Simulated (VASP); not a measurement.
Calculation: PBE GGA, VASP's PBE PAW potentials (set 64) (plane waves; VASP).

The input files of a VASP run:

INCAR:
```
SYSTEM = WSe2
PREC = Accurate
ENCUT = 300
EDIFF = 1E-6
NELM = 100
ALGO = Normal
LREAL = .FALSE.
LASPH = .TRUE.
ISMEAR = 0
SIGMA = 0.01
GGA = PE
LMAXMIX = 6
LWAVE = .FALSE.
LCHARG = .FALSE.
ISIF = 2
```

File POSCAR:
```
WSe2
1
    3.3225860000     0.0000000000     0.0000000000
   -1.6612930000     2.8774440000     0.0000000000
    0.0000000000     0.0000000000    13.7481800000
W Se
2 4
Direct
  0.6666670000   0.3333330000   0.7500000000
  0.3333330000   0.6666670000   0.2500000000
  0.3333330000   0.6666670000   0.8710000000
  0.6666670000   0.3333330000   0.1290000000
  0.6666670000   0.3333330000   0.3710000000
  0.3333330000   0.6666670000   0.6290000000
```

**KPOINTS**
```
Automatic mesh
0
Gamma
5 5 2
0 0 0
```

POTCAR, in this order: W_sv Se (PBE.64 set). Program: vasp_std.

The resulting files:

File OUTCAR:
```
 ion  position               nearest neighbor table
   1  0.667  0.333  0.750-   3 2.54   6 2.54   3 2.54   6 2.54   3 2.54   6 2.54
   2  0.333  0.667  0.250-   4 2.54   5 2.54   4 2.54   5 2.54   4 2.54   5 2.54
   3  0.333  0.667  0.871-   1 2.54   1 2.54   1 2.54
   4  0.667  0.333  0.129-   2 2.54   2 2.54   2 2.54
   5  0.667  0.333  0.371-   2 2.54   2 2.54   2 2.54
   6  0.333  0.667  0.629-   1 2.54   1 2.54   1 2.54
  LATTYP: Found a hexagonal cell.
 ALAT       =     3.3225860000
 C/A-ratio  =     4.1377950789
 Subroutine PRICEL returns:
 Original cell was already a primitive cell.
 Subroutine GETGRP returns: Found 24 space group operations
The static configuration has the point symmetry D_3d.
 The point group associated with its full space group is D_6h.
The dynamic configuration has the point symmetry D_3d.
 Subroutine INISYM returns: Found 24 space group operations
 Subroutine IBZKPT returns following result:
 Found     10 irreducible k-points:

 Following reciprocal coordinates:
            Coordinates               Weight
  0.000000  0.000000  0.000000      1.000000
  0.200000  0.000000  0.000000      6.000000
  0.400000  0.000000  0.000000      6.000000
  0.200000  0.200000  0.000000      6.000000
  0.400000  0.200000  0.000000      6.000000
  0.000000  0.000000  0.500000      1.000000
  0.200000  0.000000  0.500000      6.000000
  0.400000  0.000000  0.500000      6.000000
  0.200000  0.200000  0.500000      6.000000
  0.400000  0.200000  0.500000      6.000000
   k-points           NKPTS =     10   k-points in BZ     NKDIM =     10   number of bands    NBANDS=     31
   number of dos      NEDOS =    301   number of ions     NIONS =      6
   total plane-waves  NPLWV =  32000
   dimension x,y,z NGX =    20 NGY =   20 NGZ =   80
   dimension x,y,z NGXF=    40 NGYF=   40 NGZF=  160
   ions per type =               2   4
   PREC   = accura    normal or accurate (medium, high low for compatibility)
   ISTART =      0    job   : 0-new  1-cont  2-samecut
   ICHARG =      2    charge: 1-file 2-atom 10-const
   ISPIN  =      1    spin polarized calculation?
   LNONCOLLINEAR =      F non collinear calculations
   LSORBIT =      F    spin-orbit coupling
   INIWAV =      1    electr: 0-lowe 1-rand  2-diag
   ENCUT  =  300.0 eV  22.05 Ry    4.70 a.u.   4.69  4.69 19.42*2*pi/ulx,y,z
   NELM   =    100;   NELMIN=  2; NELMDL= -5     # of ELM steps
   EDIFF  = 0.1E-05   stopping-criterion for ELM
   LREAL  =      F    real-space projection
   NLSPLINE    = F    spline interpolate recip. space projectors
   LMAXMIX     =    6 max onsite mixed and CHGCAR
   VOSKOWN=      0    Vosko Wilk Nusair interpolation
   EDIFFG = 0.1E-04   stopping-criterion for IOM
   NSW    =      0    number of steps for IOM
   NBLOCK =      1;   KBLOCK =      1    inner block; outer block
   IBRION =     -1    ionic relax: 0-MD 1-quasi-New 2-CG
   NFREE  =      0    steps in history (QN), initial steepest desc. (CG)
   ISIF   =      2    stress and relaxation
   ISYM   =      2    0-nonsym 1-usesym 2-fastsym
   TEIN   =    0.0    initial temperature
   TEBEG  =    0.0;   TEEND  =   0.0 temperature during run
   SMASS  =  -3.00    Nose mass-parameter (am)
   PSTRESS=    0.0 pullay stress
   NELECT =      52.0000    total number of electrons
   EFERMI =   0.00;   METHOD = LEGACY
   ISMEAR =     0;   SIGMA  =   0.01  broadening in eV -4-tet -1-fermi 0-gaus
   IALGO  =     38    algorithm
   LDIAG  =      T    sub-space diagonalisation (order eigenvalues)
   IMIX   =      4    mixing-type and parameters
     AMIX     =   0.40;   BMIX     =  1.00
     AMIX_MAG =   1.60;   BMIX_MAG =  1.00
     AMIN     =   0.10
   GGA     = PE    functional components
   VOSKOWN =     0    Vosko Wilk Nusair interpolation
   LHFCALC =     F    Hartree Fock is set to
...
```

OSZICAR:
```
       N       E                     dE             d eps       ncg     rms          rms(c)
DAV:   1     0.388757782977E+03    0.38876E+03   -0.21882E+04   708   0.109E+03
DAV:   2    -0.218043845754E+02   -0.41056E+03   -0.40272E+03   761   0.339E+02
DAV:   3    -0.446303692078E+02   -0.22826E+02   -0.22680E+02   755   0.771E+01
DAV:   4    -0.452034576332E+02   -0.57309E+00   -0.57108E+00   817   0.122E+01
DAV:   5    -0.452130853337E+02   -0.96277E-02   -0.96243E-02   721   0.163E+00    0.291E+01
DAV:   6    -0.436089143240E+02    0.16042E+01   -0.11344E+01   722   0.184E+01    0.104E+01
DAV:   7    -0.433666616857E+02    0.24225E+00   -0.44292E+00   718   0.861E+00    0.554E+00
DAV:   8    -0.432208259164E+02    0.14584E+00   -0.64363E-01   827   0.445E+00    0.108E+00
DAV:   9    -0.432225953984E+02   -0.17695E-02   -0.48582E-02   790   0.112E+00    0.701E-01
DAV:  10    -0.432219430450E+02    0.65235E-03   -0.14182E-02   826   0.762E-01    0.160E-01
DAV:  11    -0.432218697809E+02    0.73264E-04   -0.16933E-03   733   0.252E-01    0.121E-01
DAV:  12    -0.432218916009E+02   -0.21820E-04   -0.97859E-05   841   0.440E-02    0.725E-02
DAV:  13    -0.432219069136E+02   -0.15313E-04   -0.78375E-05   835   0.483E-02    0.102E-02
DAV:  14    -0.432219097297E+02   -0.28161E-05   -0.47821E-06   680   0.116E-02    0.454E-03
DAV:  15    -0.432219102470E+02   -0.51729E-06   -0.36484E-07   507   0.327E-03
   1 F= -.43221910E+02 E0= -.43221910E+02  d E =0.000000E+00
```

**OUTCAR**
```
------------------------ aborting loop because EDIFF is reached ----------------------------------------
  FORCE on cell =-STRESS in cart. coord.  units (eV):
  Direction    XX          YY          ZZ          XY          YZ          ZX
  --------------------------------------------------------------------------------------
  Total        0.6496011      0.6496011      2.0671924      0.0000000      0.0000000      0.0000000
  in kB        7.9182463      7.9182469     25.1978308      0.0000000      0.0000000      0.0000000
  external PRESSURE =      13.6781080 kB  Pullay stress =       0.0000000 kB
  volume of cell :      131.44
      direct lattice vectors                 reciprocal lattice vectors
     3.322586000  0.000000000  0.000000000     0.300970389  0.173765328  0.000000000
    -1.661293000  2.877444000  0.000000000     0.000000000  0.347530656  0.000000000
     0.000000000  0.000000000 13.748180000     0.000000000  0.000000000  0.072736900
 POSITION                                       TOTAL-FORCE (eV/Angst)
 -----------------------------------------------------------------------------------
      1.66129      0.95915     10.31114        -0.000000      0.000000      0.000000
     -0.00000      1.91830      3.43704         0.000000     -0.000000      0.000000
     -0.00000      1.91830     11.97466         0.000000     -0.000000      0.260185
      1.66129      0.95915      1.77352        -0.000000      0.000000     -0.260185
      1.66129      0.95915      5.10057        -0.000000     -0.000000      0.260185
     -0.00000      1.91830      8.64761        -0.000000     -0.000000     -0.260185
 -----------------------------------------------------------------------------------
    total drift:                               -0.000940      0.000543     -0.000029
  FREE ENERGIE OF THE ION-ELECTRON SYSTEM (eV)
  ---------------------------------------------------
  free  energy   TOTEN  =       -43.2219102470 eV

  energy  without entropy=      -43.2219102470  energy(sigma->0) =      -43.22191025
```
(Selected blocks of OUTCAR.)

At this cut-off the stress carries a Pulay error, which pulls relaxed volumes low.

The structure comes from a computed database's WSe2 entry; how it stands against other phases isn't given here. The cell was not relaxed at this level. The k-mesh is coarse (spacing up to 0.44 per Å, 2π included), so the numbers may not be converged in it. The run is one of a series of settings (KPOINTS 5×5×2 Γ-centred mesh against the base run), some of them coarse on purpose.
